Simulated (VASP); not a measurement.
The system is HfC.

```
Hf C
1.0
     0.00000    2.32500    2.32500
     2.32500    0.00000    2.32500
     2.32500    2.32500    0.00000
Hf C
1 1
Direct
  0.50000 0.50000 0.50000
  0.00000 0.00000 0.00000
```

| Property | Result |
| --- | --- |
| Program | VASP 6.6.1 |
| Task | relaxation of cell and atoms |
| Functional | LDA |
| Potentials or basis | VASP PAW LDA potentials, release 64 (Hf_pv, C) |
| Cutoff | 600 eV |
| k mesh | 14 × 14 × 14 |
| Occupations | methfessel-paxton, width 0.1 eV |
| Spin | no spin polarisation |

At the start: pressure -11.7 GPa; volume 12.57 Å³/atom.

Q: Where does the relaxation end?

A: Over 4 steps the energy falls by 22.6 meV/atom and the volume is 11.98 Å³/atom (-4.7 %); space group Fm-3m (No. 225, to 0.05 Å).

Step by step:
| step | energy change (eV) | largest force (eV/Å) | pressure (GPa) | volume (Å³) |
| --- | --- | --- | --- | --- |
| 1 | 0.0000 | 0.0000 | -11.73 | 25.14 |
| 2 | 0.1182 | 0.0000 | 27.99 | 21.93 |
| 3 | -0.0453 | 0.0000 | -0.31 | 23.98 |
| 4 | -0.0453 | 0.0000 | -0.06 | 23.96 |

Final structure:
```cif
data_structure
_symmetry_space_group_name_H-M 'P 1'
_symmetry_Int_Tables_number 1
_cell_length_a 3.2358
_cell_length_b 3.2358
_cell_length_c 3.2358
_cell_angle_alpha 60.000
_cell_angle_beta 60.000
_cell_angle_gamma 60.000
_cell_volume 23.96
loop_
_atom_site_label
_atom_site_type_symbol
_atom_site_fract_x
_atom_site_fract_y
_atom_site_fract_z
_atom_site_occupancy
Hf1 Hf 0.50000 0.50000 0.50000 1
C1 C 0.00000 0.00000 0.00000 1
```
